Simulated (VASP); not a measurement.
Calculation: PBEsol GGA, VASP's PBE PAW potentials (set 64) (plane waves; VASP).

Gaps are without spin-orbit coupling.

```
Property                                              Result
---------------------------------------------  -------------
volume per atom                                12.82 Å³/atom
band gap (over mesh and band path)                   5.71 eV
smallest direct gap (over mesh and band path)        5.99 eV
```

Problem. Which relaxed crystal gives these values?
A. Si, Fd-3m (227)
B. Mg2TeS, R3m (160)
C. SiO2, P3_121 (152)
D. Ag2S, P2_1/m (11)

Solution. C, SiO2, P3_121 (152)
